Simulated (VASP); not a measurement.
# NbSi2: structure and properties in VASP, part 4 of 4

Aim: relax NbSi2, then compute properties on the relaxed cell. The start is a cell from a database of measured crystal structures.

VASP 6.6.1; PBE with D3(BJ); plane waves and PAW (Nb_sv, Si).

Still holding for the runs below: This run has no spin polarisation. Its electron count is odd, so without a moment it is a metal by construction.

So far. Step 5 (Bands along the symmetry lines (PBE + D3(BJ))): There is no gap at this level. Step 6 (Density of states (PBE + D3(BJ))): The finer mesh and the other smearing move the Fermi level by -0.01 eV from the 5×5×3 run, a small shift, which tests the Fermi level alone. Of the states within 0.3 eV of the Fermi level, the largest shares in the PAW spheres are Nb d 50 % and Si p 9 %. The rest lies in smaller channels or between the spheres. The relaxed cell has a = 4.752, c = 6.533 Å (conventional setting).

**7. Vibrations at Γ (PBE + D3(BJ))**

Zone-centre modes test whether the atoms sit at a minimum within this cell. IBRION = 6 takes the force constants from differences of forces between displaced cells, so the forces must be tight.

Contents of INCAR:

```
SYSTEM = NbSi2
PREC = Accurate
ENCUT = 400
EDIFF = 1E-08
NELM = 100
ISMEAR = 1
SIGMA = 0.2
LREAL = .FALSE.
ALGO = Normal
GGA = PE
IVDW = 12
NBANDS = 40
LORBIT = 11
LWAVE = .FALSE.
LCHARG = .FALSE.
KPAR = 4
IBRION = 6
NFREE = 2
POTIM = 0.015
ISIF = 2
NSW = 1
```

Contents of POSCAR:

```
NbSi2
1.0
    4.7517321460      0.0000000000      0.0000000000
   -2.3758660730      4.1151207503      0.0000000000
    0.0000000000      0.0000000000      6.5331610463
Nb Si
3 6
Direct
    0.0000000000      0.5000000000      0.1666666667
    0.5000000000      0.5000000000      0.8333333333
    0.5000000000      0.0000000000      0.5000000000
    0.3182866522      0.1591433261      0.1666666667
    0.1591433261      0.8408566739      0.8333333333
    0.8408566739      0.6817133478      0.5000000000
    0.6817133478      0.8408566739      0.1666666667
    0.8408566739      0.1591433261      0.8333333333
    0.1591433261      0.3182866522      0.5000000000
```

Contents of KPOINTS:

```
Automatic mesh
0
Gamma
7 7 5
0 0 0
```

Potentials, in the order of the species: Nb_sv and Si (PBE family, release 64).

Started as:

```sh
$ mpirun -np 4 vasp_std
```

What it wrote:

```text
[... set-up lines as in an earlier step ...]
 entering main loop
       N       E                     dE             d eps       ncg     rms          rms(c)
DAV:   1     0.454820419050E+03    0.45482E+03   -0.27330E+04  1928   0.124E+03
DAV:   2    -0.288403052230E+02   -0.48366E+03   -0.46636E+03  2416   0.448E+02
DAV:   3    -0.676451444743E+02   -0.38805E+02   -0.37846E+02  3304   0.928E+01
DAV:   4    -0.704245720907E+02   -0.27794E+01   -0.27652E+01  3024   0.222E+01
DAV:   5    -0.705443969366E+02   -0.11982E+00   -0.11965E+00  3104   0.521E+00    0.180E+01
DAV:   6    -0.682427561918E+02    0.23016E+01   -0.12498E+01  2848   0.181E+01    0.657E+00
DAV:   7    -0.681517184776E+02    0.91038E-01   -0.12031E+00  2832   0.439E+00    0.380E+00
DAV:   8    -0.681267144949E+02    0.25004E-01   -0.15029E-01  3088   0.214E+00    0.739E-01
DAV:   9    -0.681268305039E+02   -0.11601E-03   -0.25161E-02  3136   0.752E-01    0.474E-01
DAV:  10    -0.681268390198E+02   -0.85160E-05   -0.42487E-03  2544   0.460E-01    0.700E-02
DAV:  11    -0.681267946945E+02    0.44325E-04   -0.39755E-04  3152   0.108E-01    0.245E-02
DAV:  12    -0.681267913252E+02    0.33693E-05   -0.46128E-05  2880   0.505E-02    0.999E-03
DAV:  13    -0.681267894979E+02    0.18273E-05   -0.82446E-06  2832   0.160E-02    0.298E-03
DAV:  14    -0.681267889277E+02    0.57025E-06   -0.76309E-07  2616   0.656E-03    0.119E-03
DAV:  15    -0.681267889022E+02    0.25480E-07   -0.19235E-07  3192   0.183E-03    0.384E-04
DAV:  16    -0.681267889647E+02   -0.62513E-07   -0.70492E-09  1504   0.663E-04    0.182E-04
DAV:  17    -0.681267889605E+02    0.42401E-08   -0.20867E-09  1536   0.322E-04
   1 F= -.73402130E+02 E0= -.73401439E+02  d E =-.207172E-02
 Found     4 degrees of freedom:
 Finite differences POTIM= 0.01500 DOF=   4
 bond charge predicted
       N       E                     dE             d eps       ncg     rms          rms(c)
DAV:   1    -0.681198296256E+02    0.69593E-02   -0.96669E-01 10200   0.676E+00    0.137E-01
DAV:   2    -0.681249893308E+02   -0.51597E-02   -0.54782E-02 12016   0.150E+00    0.749E-02
DAV:   3    -0.681251154920E+02   -0.12616E-03   -0.17353E-03 15504   0.257E-01    0.542E-02
DAV:   4    -0.681250973968E+02    0.18095E-04   -0.17589E-04 14464   0.108E-01    0.172E-02
DAV:   5    -0.681250969968E+02    0.40001E-06   -0.35296E-05 14344   0.461E-02    0.879E-03
DAV:   6    -0.681250955166E+02    0.14802E-05   -0.56093E-06 13032   0.165E-02    0.676E-03
DAV:   7    -0.681250944882E+02    0.10284E-05   -0.46671E-06 13600   0.167E-02    0.156E-03
DAV:   8    -0.681250945485E+02   -0.60357E-07   -0.76460E-07 14384   0.531E-03    0.664E-04
DAV:   9    -0.681250945504E+02   -0.18999E-08   -0.50004E-08 12000   0.182E-03
   2 F= -.73400436E+02 E0= -.73399747E+02  d E =-.206646E-02
[...]
3 F= -.73400436E+02 E0= -.73399747E+02  d E =-.206645E-02
[...]
4 F= -.73399984E+02 E0= -.73399288E+02  d E =-.208838E-02
[...]
5 F= -.73399984E+02 E0= -.73399288E+02  d E =-.208839E-02
[...]
6 F= -.73401227E+02 E0= -.73400503E+02  d E =-.216971E-02
[...]
7 F= -.73401075E+02 E0= -.73400411E+02  d E =-.199140E-02
[...]
8 F= -.73400747E+02 E0= -.73400053E+02  d E =-.208072E-02
 Finite differences progress:
  Degree of freedom:   4/  4
  Displacement:        1/  2
  Total:               7/  8
 bond charge predicted
       N       E                     dE             d eps       ncg     rms          rms(c)
DAV:   1    -0.681255768061E+02   -0.17343E-03   -0.13375E-01  9952   0.132E+00    0.174E-01
DAV:   2    -0.681255657398E+02    0.11066E-04   -0.69347E-03 13304   0.629E-01    0.981E-02
DAV:   3    -0.681254323476E+02    0.13339E-03   -0.98256E-04 14768   0.282E-01    0.567E-02
DAV:   4    -0.681254031164E+02    0.29231E-04   -0.28907E-04 11840   0.913E-02    0.132E-02
DAV:   5    -0.681254031786E+02   -0.62192E-07   -0.39855E-05 13968   0.392E-02    0.113E-02
DAV:   6    -0.681254035097E+02   -0.33113E-06   -0.44657E-06 16344   0.169E-02    0.319E-03
DAV:   7    -0.681254033911E+02    0.11865E-06   -0.79737E-07 13256   0.667E-03    0.123E-03
DAV:   8    -0.681254033793E+02    0.11846E-07   -0.16336E-07 15224   0.339E-03    0.596E-04
DAV:   9    -0.681254033792E+02    0.66393E-10   -0.20337E-08  8344   0.109E-03
   9 F= -.73400747E+02 E0= -.73400053E+02  d E =-.208071E-02
 Finite differences progress:
  Degree of freedom:   4/  4
  Displacement:        2/  2
  Total:               8/  8
```

Wall time 6.2 min (4 MPI ranks of Intel Xeon Platinum 8488C (Sapphire Rapids), shared host); peak memory 2.5 GiB; 24 min of CPU time.

OUTCAR, selected parts (step 7):

```text
   k-points           NKPTS =     24   k-points in BZ     NKDIM =     24   number of bands    NBANDS=     40

   NELECT =      63.0000    total number of electrons

 Edisp (eV)   -5.27534

 E-fermi :  11.8234

 k-point     1 :       0.0000    0.0000    0.0000
  band No.  band energies     occupation
    ...
     28       9.5761      2.00000
     29       9.6579      2.00000
     30       9.8143      2.00000
     31       9.8299      2.00000
     32      10.7905      2.00000
     33      12.5989     -0.00000
     34      15.1157     -0.00000
     35      15.2687     -0.00000
     36      15.2767     -0.00000
     37      15.2830     -0.00000
    ...

 Edisp (eV)   -5.27534

  Total      -0.32652    -0.25320     0.21363     0.02009    -0.01557    -0.02591
  in kB      -4.09509    -3.17554     2.67929     0.25200    -0.19527    -0.32497
  external pressure =       -1.53 kB  Pullay stress =        0.00 kB

 POSITION                                       TOTAL-FORCE (eV/Angst)
 -----------------------------------------------------------------------------------
     -1.18793      2.05756      1.08886        -0.000983      0.002035     -0.010517
      1.18793      2.05756      5.44430         0.001355      0.036733     -0.051790
      2.37587      0.00000      3.26658        -0.030721      0.016216     -0.049150
      1.13431      0.65489      1.07386         0.021208     -0.026697      0.184484
     -1.24156      3.46023      5.44430         0.010378     -0.021104     -0.031857
      2.37587      2.80533      3.26658         0.000822     -0.001425     -0.010853
      1.24156      3.46023      1.08886        -0.005054     -0.002409      0.010543
      3.61742      0.65489      5.44430        -0.008992      0.004250     -0.010872
      0.00000      1.30979      3.26658         0.011987     -0.007598     -0.029989
 -----------------------------------------------------------------------------------
    total drift:                                0.000079     -0.000155      0.000170

  FREE ENERGIE OF THE ION-ELECTRON SYSTEM (eV)
  ---------------------------------------------------
  free  energy   TOTEN  =       -73.4007466340 eV

  energy  without entropy=      -73.3986659284  energy(sigma->0) =      -73.40005307

 Eigenvectors and eigenvalues of the dynamical matrix
 ----------------------------------------------------

   1 f  =   12.327228 THz    77.454256 2PiTHz  411.192054 cm-1    50.981294 meV
             X         Y         Z           dx          dy          dz
     -1.187933  2.057560  1.088860     0.000000   -0.000000   -0.087160
      1.187933  2.057560  5.444301     0.000000    0.000000   -0.087153
      2.375866  0.000000  3.266581     0.000000    0.000000    0.174313
      1.134310  0.654894  1.088860     0.029195    0.150109   -0.250735
     -1.241556  3.460227  5.444301    -0.029203    0.150102   -0.250714
      2.375866  2.805333  3.266581    -0.230792   -0.000003    0.501450
      1.241556  3.460227  1.088860    -0.029195   -0.150109   -0.250735
      3.617422  0.654894  5.444301     0.029203   -0.150102   -0.250714
      0.000000  1.309788  3.266581     0.230792    0.000003    0.501450

   2 f  =   12.327228 THz    77.454256 2PiTHz  411.192054 cm-1    50.981294 meV
             X         Y         Z           dx          dy          dz
     -1.187933  2.057560  1.088860    -0.000000   -0.000000   -0.150958
      1.187933  2.057560  5.444301    -0.000000    0.000000    0.150962
      2.375866  0.000000  3.266581    -0.000000    0.000000   -0.000004
      1.134310  0.654894  1.088860    -0.150107    0.144125   -0.434262
     -1.241556  3.460227  5.444301    -0.150105   -0.144132    0.434274
      2.375866  2.805333  3.266581     0.000006   -0.115863   -0.000012
      1.241556  3.460227  1.088860     0.150107   -0.144125   -0.434262
      3.617422  0.654894  5.444301     0.150105    0.144132    0.434274
      0.000000  1.309788  3.266581    -0.000006    0.115863   -0.000012

[...]
6 f  =   11.276371 THz    70.851528 2PiTHz  376.139247 cm-1    46.635302 meV
             X         Y         Z           dx          dy          dz
     -1.187933  2.057560  1.088860    -0.078879    0.275101   -0.000000
      1.187933  2.057560  5.444301     0.078879    0.275101   -0.000000
      2.375866  0.000000  3.266581     0.000000    0.138479    0.000000
      1.134310  0.654894  1.088860     0.114260   -0.274687    0.335855
     -1.241556  3.460227  5.444301    -0.114260   -0.274687    0.335855
      2.375866  2.805333  3.266581    -0.000000   -0.076782    0.000000
      1.241556  3.460227  1.088860     0.114260   -0.274687   -0.335855
      3.617422  0.654894  5.444301    -0.114260   -0.274687   -0.335855
      0.000000  1.309788  3.266581    -0.000000   -0.076782   -0.000000

   7 f  =   11.041005 THz    69.372680 2PiTHz  368.288281 cm-1    45.661907 meV
             X         Y         Z           dx          dy          dz
     -1.187933  2.057560  1.088860    -0.000000   -0.000000    0.000000
      1.187933  2.057560  5.444301     0.000000   -0.000000   -0.000000
      2.375866  0.000000  3.266581    -0.000000    0.000000    0.000000
      1.134310  0.654894  1.088860    -0.353553   -0.204124    0.000000
     -1.241556  3.460227  5.444301    -0.353553    0.204124   -0.000000
      2.375866  2.805333  3.266581     0.000000    0.408248   -0.000000
      1.241556  3.460227  1.088860     0.353553    0.204124    0.000000
      3.617422  0.654894  5.444301     0.353553   -0.204124   -0.000000
      0.000000  1.309788  3.266581     0.000000   -0.408248    0.000000

   8 f  =   10.490540 THz    65.914010 2PiTHz  349.926764 cm-1    43.385370 meV
             X         Y         Z           dx          dy          dz
     -1.187933  2.057560  1.088860     0.000000    0.000000    0.097104
      1.187933  2.057560  5.444301     0.000000    0.000000    0.097105
      2.375866  0.000000  3.266581     0.000000   -0.000000   -0.194209
      1.134310  0.654894  1.088860     0.237388   -0.146250   -0.112130
     -1.241556  3.460227  5.444301    -0.237389   -0.146252   -0.112131
      2.375866  2.805333  3.266581     0.490702    0.000000    0.224261
      1.241556  3.460227  1.088860    -0.237388    0.146250   -0.112130
      3.617422  0.654894  5.444301     0.237389    0.146252   -0.112131
      0.000000  1.309788  3.266581    -0.490702   -0.000000    0.224261

   9 f  =   10.490540 THz    65.914010 2PiTHz  349.926764 cm-1    43.385370 meV
             X         Y         Z           dx          dy          dz
     -1.187933  2.057560  1.088860     0.000000   -0.000000    0.168190
      1.187933  2.057560  5.444301     0.000000   -0.000000   -0.168190
      2.375866  0.000000  3.266581     0.000000   -0.000000   -0.000001
      1.134310  0.654894  1.088860     0.146251   -0.406264   -0.194216
     -1.241556  3.460227  5.444301     0.146250    0.406263    0.194215
      2.375866  2.805333  3.266581     0.000001   -0.152950    0.000001
      1.241556  3.460227  1.088860    -0.146251    0.406264   -0.194216
      3.617422  0.654894  5.444301    -0.146250   -0.406263    0.194215
      0.000000  1.309788  3.266581    -0.000001    0.152950    0.000001

  10 f  =    9.223854 THz    57.955186 2PiTHz  307.674664 cm-1    38.146779 meV
             X         Y         Z           dx          dy          dz
     -1.187933  2.057560  1.088860     0.090789   -0.157251    0.000000
      1.187933  2.057560  5.444301     0.090789    0.157251    0.000000
      2.375866  0.000000  3.266581    -0.181578    0.000000   -0.000000
      1.134310  0.654894  1.088860    -0.191951    0.332469   -0.052922
     -1.241556  3.460227  5.444301    -0.191951   -0.332469    0.052922
      2.375866  2.805333  3.266581     0.383902    0.000000   -0.052922
    [... 204 further lines ...]
      1.241556  3.460227  1.088860     0.239623    0.073488    0.000003
      3.617422  0.654894  5.444301     0.239618    0.073471   -0.000009
      0.000000  1.309788  3.266581     0.239606    0.073484   -0.000011

 ELASTIC MODULI CONTR FROM IONIC RELAXATION (kBar)
 Direction    XX          YY          ZZ          XY          YZ          ZX
 --------------------------------------------------------------------------------
 XX         -94.0478     70.8018     18.2365      0.0000      0.0000     -0.0000
 YY          70.8018    -94.0478     18.2365      0.0000     -0.0000      0.0000
 ZZ          18.2365     18.2365    -28.6131     -0.0000      0.0000      0.0000
 XY          -0.0000      0.0000     -0.0000    -82.4248      0.0000     -0.0000
 YZ           0.0000     -0.0000      0.0000      0.0000   -246.6210      0.0000
 ZX          -0.0000      0.0000     -0.0000      0.0000      0.0000   -246.6211
 --------------------------------------------------------------------------------

[... 8 parts as in an earlier step ...]

[... 8 further parts left out ...]
```

CONTCAR:

```
NbSi2
   1.00000000000000
     4.7517321460000002    0.0000000000000000    0.0000000000000000
    -2.3758660730000001    4.1151207503000000    0.0000000000000000
     0.0000000000000000    0.0000000000000000    6.5331610463000001
  Nb              Si
     3     6
Direct
     0.0000000000000000    0.5000000000000000    0.1666666667000030
     0.5000000000000000    0.5000000000000000    0.8333333332999970
     0.5000000000000000    0.0000000000000000    0.5000000000000000
     0.3182866522000012    0.1591433261000006    0.1643706877866261
     0.1591433261000006    0.8408566738999994    0.8333333332999970
     0.8408566738999994    0.6817133477999988    0.5000000000000000
     0.6817133477999988    0.8408566738999994    0.1666666667000030
     0.8408566738999994    0.1591433261000006    0.8333333332999970
     0.1591433261000006    0.3182866522000012    0.5000000000000000
```

The last energy, forces, stress and levels in OUTCAR belong to the last displaced cell, not to the cell of POSCAR.

This step gave:

| Property | Result |
| --- | --- |
| bands | 40 |
| pressure of the cell | -0.1573 GPa |
| largest force of the cell | 0.005563 eV/Å |

Modes at Γ, with each element's share of the kinetic energy:

| mode | frequency (cm⁻¹) | symmetry | Nb % | Si % |
| --- | --- | --- | --- | --- |
| 1 | 0.0 | acoustic | 62 | 38 |
| 2 | 0.0 | acoustic | 62 | 38 |
| 3 | 0.0 | acoustic | 62 | 38 |
| 4 | 142.4 | B | 59 | 41 |
| 5 | 200.5 | E1 | 68 | 32 |
| 6 | 200.5 | E1 | 68 | 32 |
| 7 | 212.3 | E2 | 76 | 24 |
| 8 | 212.3 | E2 | 76 | 24 |
| 9 | 228.3 | B | 78 | 22 |
| 10 | 243.3 | A2 | 15 | 85 |
| 11 | 243.7 | E1 | 21 | 79 |
| 12 | 243.7 | E1 | 21 | 79 |
| 13 | 274.8 | B | 41 | 59 |
| 14 | 278.1 | E1 | 30 | 70 |
| 15 | 278.1 | E1 | 30 | 70 |
| 16 | 306.9 | E2 | 14 | 86 |
| 17 | 306.9 | E2 | 14 | 86 |
| 18 | 307.7 | B | 10 | 90 |
| 19 | 349.9 | E2 | 6 | 94 |
| 20 | 349.9 | E2 | 6 | 94 |
| 21 | 368.3 | A1 | 0 | 100 |
| 22 | 376.1 | E1 | 18 | 82 |
| 23 | 376.1 | E1 | 18 | 82 |
| 24 | 387.0 | B | 13 | 87 |
| 25 | 393.4 | A2 | 22 | 78 |
| 26 | 411.2 | E2 | 5 | 95 |
| 27 | 411.2 | E2 | 5 | 95 |

Displacements in mode 4 (142.4 cm⁻¹), the largest set to 1:
```
Nb1 -0.81 -0.47  0.00
Nb2  0.81 -0.47  0.00
Nb3  0.00  0.94  0.00
Si4 -0.87 -0.50  0.00
Si5  0.87 -0.50  0.00
Si6  0.00  1.00  0.00
Si7 -0.87 -0.50  0.00
Si8  0.87 -0.50  0.00
Si9  0.00  1.00  0.00
```

Displacements in mode 14 (278.1 cm⁻¹), the largest set to 1:
```
Nb1  0.50 -0.26  0.00
Nb2 -0.50 -0.27  0.00
Nb3  0.00  0.59  0.00
Si4 -0.84  0.45  0.73
Si5  0.83  0.45  0.73
Si6  0.00 -1.00  0.00
Si7 -0.84  0.45 -0.73
Si8  0.83  0.45 -0.73
Si9  0.00 -1.00  0.00
```

The three acoustic modes come out at zero, and all others are real. By the characters of their eigenvectors the optical modes sort into (cm⁻¹) Raman active: E1 200, E2 212, E1 244, E1 278, E2 307, E2 350, A1 368, E1 376, E2 411; infrared active: E1 200, A2 243, E1 244, E1 278, E1 376, A2 393; silent: B 142, B 228, B 275, B 308, B 387. B labels carry no number here, since it depends on the setting of the axes.

**8. Outcome**

```
relaxed volume                            : 14.19 Å³/atom
relaxed conventional cell a, b, c         : 4.752, 4.752, 6.533 Å; angles 90.0, 90.0, 120.0°
space group after relaxing, within 0.02 Å : P6_222 (No. 180)
band gap                                  : none, a metal
DOS at the Fermi level                    : 3.56 states/eV/cell
highest zone-centre mode                  : 411 cm⁻¹
```

What this shows: With PBE + D3(BJ), NbSi2 relaxes to 14.19 Å³/atom in space group P6_222 (held by the symmetry of the run) and comes out as a metal. Against the listed cell the volume lies -3.6 % (a -1.4 %, c -0.9 %). Bands along the symmetry lines (PBE + D3(BJ)): Of the bands kept, 2 cross the Fermi level on this path. Vibrations at Γ (PBE + D3(BJ)): The highest mode in this list at Γ, 411.2 cm⁻¹, is mostly motion of Si (95 % of the kinetic energy). Spin-orbit coupling is left out; it would split some degenerate bands. The k-sampling is coarse for a metal, so the Fermi level, pressures and the shape of the cell carry errors. With an odd electron count and no spin the cell is a metal by construction. Modes at Γ alone can't show that the crystal is stable at other wave vectors. No search among competing phases was made, and a listed structure need not be the one stable at ambient conditions. All values are for a static lattice at zero temperature.

[Lines on the potential files, build, host, timing and source positions are cut from VASP's logs without a mark.]

[Logs are printed without paths, hosts, clocks, repeated set-up lines and the standing remarks that a program may print on its own settings, such as how far it seeks lower states.]

[Hosts, paths, dates, database ids (printed as entryN), source tags and the programs' standing remarks are cut or masked in the printed files.]

[A measured line is paired with the nearest computed mode of its activity, which favours agreement.]
